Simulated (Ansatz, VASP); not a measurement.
# Cross-check of IrCl2 between VASP and Ansatz

Wanted: the spread between two codes on one cell, functional and k mesh. The cell is generated by rule, not measured, and may not be a known phase. The cell is taken from a series of VASP runs on this material, whose earlier steps may have relaxed, scaled or displaced it; both programs get it as it stands.

Calculated with Ansatz 0.2.0; plane waves, with VASP 6.6.1 beside it; single point at PBE.

**1. The starting structure**

It takes space group P4/mmm (No. 123, tetragonal). The conventional cell has a = 2.913 Å, b = 2.913 Å, c = 9.282 Å, α = 90.00°, β = 90.00°, γ = 90.00°. Ir has 2 Cl at 2.20 Å nearest. Cl has 1 Ir at 2.20 Å nearest. Farther neighbours and most contacts between anions are not listed.

**2. VASP: single point, PBE**

A single point gives forces, pressure and levels at one fixed geometry, so differences don't come from the geometry; what else differs is listed under the comparison.

Lines of VASP's logs that name or quote its potential files are left out, and so is its time.

File INCAR:

```
SYSTEM = IrCl2
PREC = Accurate
ENCUT = 400
EDIFF = 1E-06
NELM = 100
ISMEAR = -1
SIGMA = 0.05
LREAL = .FALSE.
ALGO = Normal
GGA = PE
NBANDS = 17
LORBIT = 11
LWAVE = .FALSE.
LCHARG = .FALSE.
ISIF = 2
```

File POSCAR:

```
IrCl2
1.0
    2.9132458750      0.0000000000      0.0000000000
    0.0000000000      2.9132458750      0.0000000000
    0.0000000000      0.0000000000      9.2815951727
Ir Cl
1 2
Direct
    0.5000000000      0.5000000000      0.0000000000
    0.5000000000      0.5000000000      0.2365403886
    0.5000000000      0.5000000000      0.7634596114
```

File KPOINTS:

```
Automatic mesh
0
Gamma
8 8 3
0 0 0
```

The projector-augmented-wave data sets are Ir and Cl (PBE family, release 64).

On the command line:

```console
$ mpirun -np 1 vasp_std
```

Numbers of over 12 decimals in the logs are rounded to 6 here.

The log of the run:

```text
[banner, memory and clock lines left out]
running    1 mpi-ranks, on    1 nodes
 distrk:  each k-point on    1 cores,    1 groups
 distr:  one band on    1 cores,    1 groups

 POSCAR found type information on POSCAR IrCl
 POSCAR found :  2 types and       3 ions
 LDA part: xc-table for (Slater+PW92), standard interpolation
 POSCAR, INCAR and KPOINTS ok, starting setup
 FFT: planning ... GRIDC
 FFT: planning ... GRID_SOFT
 FFT: planning ... GRID
 WAVECAR not read
 entering main loop
       N       E                     dE             d eps       ncg     rms          rms(c)
DAV:   1     0.158625481035E+03    0.15863E+03   -0.88015E+03  1020   0.945E+02
DAV:   2    -0.205478925367E+00   -0.15883E+03   -0.15290E+03  1239   0.259E+02
DAV:   3    -0.129870972591E+02   -0.12782E+02   -0.12476E+02  1256   0.755E+01
DAV:   4    -0.132105459978E+02   -0.22345E+00   -0.22289E+00  1394   0.116E+01
DAV:   5    -0.132158782918E+02   -0.53323E-02   -0.53312E-02  1365   0.167E+00    0.155E+01
DAV:   6    -0.128588732475E+02    0.35701E+00   -0.76150E+00  1477   0.298E+01    0.121E+01
DAV:   7    -0.121957475116E+02    0.66313E+00   -0.70112E+00  1351   0.238E+01    0.555E+00
DAV:   8    -0.120292403782E+02    0.16651E+00   -0.29966E-01  1388   0.716E+00    0.129E+00
DAV:   9    -0.120233865889E+02    0.58538E-02   -0.43039E-02  1506   0.164E+00    0.386E-01
DAV:  10    -0.120217636261E+02    0.16230E-02   -0.56641E-03  1369   0.692E-01    0.197E-01
DAV:  11    -0.120216369980E+02    0.12663E-03   -0.25034E-04  1257   0.128E-01    0.910E-02
DAV:  12    -0.120215780385E+02    0.58960E-04   -0.92002E-05  1143   0.655E-02    0.245E-02
DAV:  13    -0.120215740710E+02    0.39675E-05   -0.46645E-06  1358   0.186E-02    0.827E-03
DAV:  14    -0.120215673543E+02    0.67167E-05   -0.49947E-06  1130   0.151E-02    0.536E-03
DAV:  15    -0.120215668493E+02    0.50497E-06   -0.77266E-07  1039   0.589E-03
   1 F= -.12021567E+02 E0= -.12013766E+02  d E =-.156021E-01
```

From OUTCAR (step 2):

```text
ion  position               nearest neighbor table
   1  0.500  0.500  0.000-   2 2.20   3 2.20
   2  0.500  0.500  0.237-   1 2.20
   3  0.500  0.500  0.763-   1 2.20

  LATTYP: Found a simple tetragonal cell.
 ALAT       =     2.9132458750
 C/A-ratio  =     3.1859978769

 Subroutine GETGRP returns: Found 16 space group operations
 (whereof 16 operations were pure point group operations)

The static configuration has the point symmetry D_4h.

 Found     30 irreducible k-points:

   k-points           NKPTS =     30   k-points in BZ     NKDIM =     30   number of bands    NBANDS=     17

   dimension x,y,z NGX =    20 NGY =   20 NGZ =   64
   dimension x,y,z NGXF=    40 NGYF=   40 NGZF=  128

   ENCUT  =  400.0 eV  29.40 Ry    5.42 a.u.   4.75  4.75 15.14*2*pi/ulx,y,z

   NELECT =      23.0000    total number of electrons

 k-points in reciprocal lattice and weights: Automatic mesh
   0.00000000  0.00000000  0.00000000       0.005
   0.12500000  0.00000000  0.00000000       0.021
   0.25000000  0.00000000  0.00000000       0.021
   0.37500000  0.00000000  0.00000000       0.021
   0.50000000  0.00000000  0.00000000       0.010
   0.12500000  0.12500000  0.00000000       0.021
   0.25000000  0.12500000  0.00000000       0.042
   0.37500000  0.12500000  0.00000000       0.042
   0.50000000  0.12500000  0.00000000       0.021
[...]
0.50000000  0.37500000  0.33333333       0.042
   0.50000000  0.50000000  0.33333333       0.010

 average (electrostatic) potential at core
       1 -56.6683       2 -94.0747       3 -94.0747

 E-fermi :   1.6567

 k-point     1 :       0.0000    0.0000    0.0000
  band No.  band energies     occupation
    ...
      6      -2.0135      2.00000
      7      -0.7253      2.00000
      8      -0.7253      2.00000
      9       0.8809      2.00000
     10       0.8809      2.00000
     11       1.9909      0.00250
     12       2.5358      0.00000
     13       2.5358      0.00000
     14       4.9606      0.00000
     15       8.7580      0.00000
    ...

 k-point     2 :       0.1250    0.0000    0.0000
  band No.  band energies     occupation
    ...
      6      -1.8188      2.00000
      7      -1.3249      2.00000
      8      -0.6737      2.00000
      9       0.1783      2.00000
     10       0.9454      2.00000
     11       1.7722      0.18084
     12       2.0496      0.00077
     13       2.5795      0.00000
     14       5.1145      0.00000
     15       8.8563      0.00000
    ...

 k-point     3 :       0.2500    0.0000    0.0000
  band No.  band energies     occupation
    ...
      8      -0.5465      2.00000
      9      -0.2403      2.00000
     10       1.0666      1.99999
     11       1.1427      1.99993
     12       1.3290      1.99716
     13       2.6898      0.00000
     14       5.5022      0.00000
     15       8.6139      0.00000
     16      10.4789      0.00000
     17      11.2733      0.00000

  Total       -0.5565755     -0.5565755      1.1130463      0.0000000     -0.0000000      0.0000000
  in kB      -11.3202963    -11.3202963     22.6384623      0.0000000     -0.0000000      0.0000000
  external PRESSURE =      -0.0007101 kB  Pullay stress =       0.0000000 kB

  energy-cutoff  :      400.00
  volume of cell :       78.77
      direct lattice vectors                 reciprocal lattice vectors
     2.913245875  0.000000000  0.000000000     0.343259733  0.000000000  0.000000000
     0.000000000  2.913245875  0.000000000     0.000000000  0.343259733  0.000000000
     0.000000000  0.000000000  9.281595173     0.000000000  0.000000000  0.107740101

 POSITION                                       TOTAL-FORCE (eV/Angst)
 -----------------------------------------------------------------------------------
      1.45662      1.45662      0.00000         0.000000      0.000000      0.000000
      1.45662      1.45662      2.19547         0.000000      0.000000      0.266664
      1.45662      1.45662      7.08612         0.000000      0.000000     -0.266664
 -----------------------------------------------------------------------------------
    total drift:                                0.000000      0.000000     -0.000000

  FREE ENERGIE OF THE ION-ELECTRON SYSTEM (eV)
  ---------------------------------------------------
  free  energy   TOTEN  =       -12.0215668493 eV

  energy  without entropy=      -12.0059647964  energy(sigma->0) =      -12.01376582

 total charge
# of ion       s       p       d       tot
------------------------------------------
    1        0.616   0.493   6.918   8.027
    2        1.620   3.439   0.000   5.059
    3        1.620   3.439   0.000   5.059
--------------------------------------------------
tot          3.856   7.371   6.918  18.145

[... 3 further parts left out ...]
```

This run has no spin polarisation, so a moment on Ir, if there is one, isn't seen. Its electron count is odd, so without a moment it is a metal by construction.

**3. Ansatz: single point, PBE**

Ansatz runs on its default PAW (the set named soft_2) files.

The same cell, functional, mesh and smearing now go to Ansatz, which takes its cutoff from its data sets.

File input.yaml:

```yaml
crystal:
  lattice:
    - [2.913245875, 0.0, 0.0]
    - [0.0, 2.913245875, 0.0]
    - [0.0, 0.0, 9.2815951727]
  atoms:
    - { symbol: Ir, position: [0.5, 0.5, 0.0] }
    - { symbol: Cl, position: [0.5, 0.5, 0.2365403886] }
    - { symbol: Cl, position: [0.5, 0.5, 0.7634596114] }
hamiltonian:
  xc: pbe
  pseudopotentials: { kind: paw }
kpoints:
  mp_grid: { grid: [8, 8, 3] }
scf:
  occupations: { method: fermi_dirac, width: 0.05 }
  n_extra_bands: 4
output:
  forces: true
  stress: true
  eigenvalues: true
```

On the command line:

```console
$ ansatz run input.yaml --threads 2 --pin off --max-ram 4608MiB --backend cpu --events-out ev --progress --plain --runs-dir out
```

The log of the run:

```text
scf.n_extra_bands = 4 over 16 filled bands (N_el = 31.0): the run solves 20 bands
Engine: ansatz 0.2.0, aarch64-unknown-linux-gnu
Pseudopotentials: kind: paw
Pseudopotential: Ir, paw, valence charge 17, recommended cutoff 420 eV (normal), Ir.paw.azcp
Pseudopotential: Cl, paw, valence charge 7, recommended cutoff 420 eV (normal), Cl.paw.azcp
Functional definition: PBE
  parameter kappa = 0.804
  parameter beta = 0.066725
  exchange = pbe_x(kappa = kappa, mu = beta*pi^2/3)
  correlation = pbe_c(beta = beta)
Crystal: 3 atoms, lattice volume = 78.773 Å³
Basis set: ecut = 420 eV, 1523 PW (Γ), exchange–correlation on 40×40×128 points (8 copies of the dense FFT grid, shifted against one another)
Bands: 20, of which v1, the nominal top of the filled ones, is band 16 counted from 1 (15 counted from 0)
Symmetry: 16 space group operations
Space group: P4/mmm (ITA 123), of the structure as read, at distance tolerance 4.3e-5 Å
k-points: 30 of 192
Non-local potential: Ir, projectors of the file, l = 0: 3, l = 1: 2, l = 2: 2, l = 3: 1
Non-local potential: Cl, projectors of the file, l = 0: 2, l = 1: 2, l = 2: 2
PAW form: soft (Blöchl's): semilocal exchange-correlation on the pseudo side does not see the compensation charge
PAW one-centre angular grid: Ir, 590 points (default); XC on 64 Gauss nodes
PAW one-centre angular grid: Cl, 110 points (default); XC on 64 Gauss nodes
Initial density: superposition of atomic densities (neutral atoms: chi_scale 0, normalization atom), corrected by the library's trained network
Initial wavefunctions: pseudopotential atomic-orbital guess
Functional: x = pbe(κ = 0.804, μ = 0.219515), c = pbe(β = 0.066725)
SCF iter   1: F=—  HF=-14093.854749 eV  |F-HF|=—  |Δ(HF+E_count)|=         —  Δρ=8.84e-3  dr2=2.02e-1  ethr=1.77e-3  ⟨swp⟩=6.1  Hψ=3019  notcnv=0
preconditioner: auto → LDOS  [insulator: Δε(μ)=0.201 eV  Ē_g=9.811 eV  σ=0.050 eV  W_gap=0.76  n_scr=18 (ndim 8)  ℏωp=20.1 eV  f_vac=0.231  D(μ)=1.15/eV (n_scr^D=4)  ε∞_Penn≈5.2  β→1.0]
SCF iter   2: F=—  HF=-14093.948694 eV  |F-HF|=—  |Δ(HF+E_count)|=   9.39e-2  Δρ=2.64e-2  dr2=1.94e0  ethr=6.51e-4  ⟨swp⟩=2.7  Hψ=1256  notcnv=0  defer=2  recentre
SCF iter   3: F=—  HF=-14093.833479 eV  |F-HF|=—  |Δ(HF+E_count)|=   1.15e-1  Δρ=4.69e-3  dr2=6.26e-2  ethr=6.51e-4  ⟨swp⟩=2.5  Hψ=1073  notcnv=0
SCF iter   4: F=—  HF=-14093.824326 eV  |F-HF|=—  |Δ(HF+E_count)|=   9.15e-3  Δρ=9.09e-4  dr2=1.11e-3  ethr=2.02e-4  ⟨swp⟩=2.0  Hψ=868  notcnv=0
SCF iter   5: F=—  HF=-14093.824204 eV  |F-HF|=—  |Δ(HF+E_count)|=   1.22e-4  Δρ=1.66e-4  dr2=1.28e-5  ethr=3.59e-6  ⟨swp⟩=2.5  Hψ=921  notcnv=0
SCF iter   6: F=—  HF=-14093.824050 eV  |F-HF|=—  |Δ(HF+E_count)|=   1.54e-4  Δρ=6.03e-5  dr2=6.95e-6  ethr=4.11e-8  ⟨swp⟩=2.0  Hψ=941  notcnv=0
SCF iter   7: F=—  HF=-14093.824050 eV  |F-HF|=—  |Δ(HF+E_count)|=   1.01e-7  Δρ=4.18e-5  dr2=3.76e-6  ethr=2.24e-8  ⟨swp⟩=1.0  Hψ=607  notcnv=0
SCF iter   8: F=—  HF=-14093.824050 eV  |F-HF|=—  |Δ(HF+E_count)|=   3.51e-7  Δρ=1.21e-5  dr2=3.76e-7  ethr=1.21e-8  ⟨swp⟩=1.0  Hψ=600  notcnv=0
SCF iter   9: F=-14093.824050 eV  HF=-14093.824050 eV  |F-HF|=2.78e-8  |Δ(HF+E_count)|=   2.65e-8  Δρ=3.95e-6  dr2=3.02e-8  ethr=3.23e-10  ⟨swp⟩=4.1  Hψ=1946  notcnv=0
SCF 1 converged in 9 iterations: F = -14093.824050 eV  dr2 = 3.02e-8
  greatest PAW one-centre occupation: 1.000 electrons in one spin orbital (limit 2), on the Ir atom at site 0 (counted from 0), in its partial waves of l = 0
SCF converged after 9 iterations
Free energy (F): -14093.824050 eV
Harris-Foulkes:  -14093.824050 eV  (|F-HF|=2.78e-8)
Internal energy: -14093.808058 eV  (E = F + TS)
E sigma→0 (E₀):  -14093.816054 eV
Entropy (-TS):   -0.015992 eV (-5.331 meV/atom)
Fermi energy:    5.195507 eV
--- Per-component energies (eV) ---
  E_band       = -435.421401
  E_kinetic    = 941.879813
  E_local      = -5105.369431  (includes V_loc(G=0)·N_el)
  E_nonlocal   = 131.157018
  E_hartree    = 2180.885494
  E_xc         = -478.791033
  E_vxc        = -539.512263  (∫ρ·V_xc dr)
  E_paw        = -10541.687772  (= ΣΔE_a)
  E_vpaw       = -225.338223  (= ΣTr[D̂ρ^β])
  E_aug_tail   = 0.000248  (compensation charges beyond the density's cutoff)
  E_ewald      = -1221.882395
  E_smearing   = -0.015992  (= −TS)
  E_closure    = -0.000000  (closes the sum)
  Σ components = -14093.824050   (vs F -14093.824050, Δ=0.00e0)
--- Forces (eV/Å), atoms counted from 1 ---
  atom   1  Ir     0.00000000     0.00000000     0.00000000
  atom   2  Cl     0.00000000     0.00000000     0.21862878
  atom   3  Cl     0.00000000     0.00000000    -0.21862878
  max |Σ_I F_I| component: 2.78e-17 eV/Å
--- Stress (GPa, compression-positive) ---
       -1.090975       0.000000       0.000000
        0.000000      -1.090975       0.000000
        0.000000       0.000000       1.890469
  P = ⅓ Tr σ = -0.0972 GPa (-0.972 kbar)
--- Band table (eV; the first three rows and the last of 30) ---
  k-point 0: bands = [... 12 lower, 4.4222, 4.4222, 5.5172, 6.0853, 6.0853, 8.5063, 12.2257, 12.3247]
  k-point 1: bands = [... 12 lower, 4.4238, 4.4238, 5.5172, 6.0836, 6.0836, 9.0804, 10.9053, 12.8862]
  k-point 2: bands = [... 12 lower, 3.7193, 4.4865, 5.2972, 5.5982, 6.1290, 8.6593, 12.4054, 12.8260]
  k-point 29: bands = [... 12 lower, 2.5695, 4.0626, 4.0626, 6.5784, 8.0721, 10.7549, 10.7549, 11.5878]
```

Wall time 1.1 s (2 threads of Arm Neoverse V2, shared host); peak memory 0.34 GiB.

Reading the cycles: dr2 is the Hartree energy of the density residual (eV), the measure of convergence; HF is the Harris–Foulkes estimate of the energy, which meets the free energy F at convergence.

The run ends at a pressure of -0.10 GPa, with forces up to 0.22 eV/Å.

**4. Differences**

Known differences besides the potentials themselves: the data sets hold 31 valence electrons in Ansatz (default PAW (the set named soft_2) files) and 23 in VASP; the cutoff is 420 eV in Ansatz and 400 eV in VASP; VASP leaves aspherical gradient terms in its spheres out (LASPH is not set), Ansatz keeps them. Total energies have different zeros and are not compared.

The two programs side by side:

| quantity | Ansatz | VASP | difference |
| --- | --- | --- | --- |
| pressure (GPa) | -0.10 | 0.00 | -0.10 |

Forces (eV/Å; atoms numbered as in POSCAR):

| atom | Ansatz x, y, z | VASP x, y, z |
| --- | --- | --- |
| Ir1 | 0.000, 0.000, 0.000 | 0.000, 0.000, 0.000 |
| Cl2 | 0.000, 0.000, 0.219 | 0.000, 0.000, 0.267 |
| Cl3 | 0.000, 0.000, -0.219 | 0.000, 0.000, -0.267 |

The forces differ by 23 meV/Å r.m.s., which is 18.0 % of the r.m.s. force of 0.13 eV/Å (both taken over all components).

**5. What the set-up changes**

Further runs change the set-up of one program: Ansatz's method, potentials or start, or VASP's data sets, cutoff or form of LDA. The table gives Ansatz less VASP for each quantity, since a change that brings one quantity closer may part another.

| run | r.m.s. force difference (meV/Å) | pressure (GPa) |
| --- | --- | --- |
| as above | 23 | -0.097 |
| Ansatz's larger PAW set (cutoff 900 eV) | 19 | -0.065 |
| norm-conserving potentials (cutoff 925 eV) | 22 | -0.10 |

**6. Summary of results**

- r.m.s. force difference (single point, PBE): 23 meV/Å

In words: The r.m.s. force difference is 23 meV/Å (single point, PBE), beyond the 12 meV/Å picked in this series as the mark of a large difference. Single point, PBE, Ansatz's larger PAW set (cutoff 900 eV): the difference in pressure goes from -0.097 to -0.065 GPa. Such differences can come from data sets, numerical settings and the points named under the comparisons, not from the functional's error against experiment.

[Lines on the potential files, build, host, timing and source positions are cut from VASP's logs without a mark.]

[Logs are printed without paths, hosts, clocks, repeated set-up lines and the standing remarks that a program may print on its own settings, such as how far it seeks lower states.]

[Hosts, paths, dates, database ids (printed as entryN), source tags and the programs' standing remarks are cut or masked in the printed files.]
